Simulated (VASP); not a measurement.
VASP runs on RbAu5 (space group P6/mmm) share one base input (PBEsol GGA, plane waves, VASP's PBE PAW potentials (set 64)) and change the settings named in each case.

KPOINTS:
```
Automatic mesh
0
Gamma
5 5 5
0 0 0
```

### INCAR
```
# general
SYSTEM   =  RbAu5
PREC     =  Accurate
ENCUT    =  300
LREAL    =  .FALSE.
LASPH    =  .TRUE.

# electronic loop
EDIFF    =  1E-6
NELM     =  100
ALGO     =  Normal
LMAXMIX  =  6

# smearing
ISMEAR   =  -1
SIGMA    =  0.05

# functional
GGA      =  PS

# ions
ISIF     =  2

# output
LWAVE    =  .FALSE.
LCHARG   =  .FALSE.
```

POSCAR:
```
RbAu5
1
    5.7620000000     0.0000000000     0.0000000000
   -2.8810000000     4.9900380000     0.0000000000
    0.0000000000     0.0000000000     4.4420000000
Rb Au
1 5
Direct
  0.0000000000   0.0000000000   0.0000000000
  0.3333330000   0.6666670000   0.0000000000
  0.6666670000   0.3333330000   0.0000000000
  0.5000000000   0.0000000000   0.5000000000
  0.5000000000   0.5000000000   0.5000000000
  0.0000000000   0.5000000000   0.5000000000
```

POTCAR, in this order: Rb_sv Au (PBE.64 set). Program: vasp_std.

```
change                                                                                                                                                              E(σ→0) (eV/atom)  pressure (GPa)  −TS (eV)
------------------------------------------------------------------------------------------------------------------------------------------------------------------  ----------------  --------------  --------
base run                                                                                                                                                                     -3.5949           -0.68   -0.0147
GGA removed, POTCAR Rb_sv Au (LDA.64 set)                                                                                                                                    -4.0417           -3.70   -0.0145
GGA_COMPAT = .FALSE., LNONCOLLINEAR = .TRUE., LSORBIT = .TRUE., MAGMOM = 0.0 0.0 0.0 0.0 0.0 0.0 0.0 0.0 0.0 0.0 0.0 0.0 0.0 0.0 0.0 0.0 0.0 0.0, program vasp_ncl           -3.8369           -1.49   -0.0145
KPOINTS 1×1×2 Γ-centred mesh                                                                                                                                                 -2.5714           10.27   -0.1170
```
 Energies of different potentials or functionals have different zeros.  Unless said otherwise, spin-orbit coupling is left out, though it shifts the bands of the heavy elements here. At 300 eV the pressure can carry a Pulay error.

Left out are runs that ran out of time, are held back, or changed the cell or the kind of run, fixed moments of cells without a moment, rows past the twelfth, gaps on odd meshes, pressures of charged cells and columns that move by less than the noise.

The structure comes from a measured RbAu5 entry (P6/mmm) of the Crystallography Open Database, whose conditions weren't checked. The cell was not relaxed at this level.
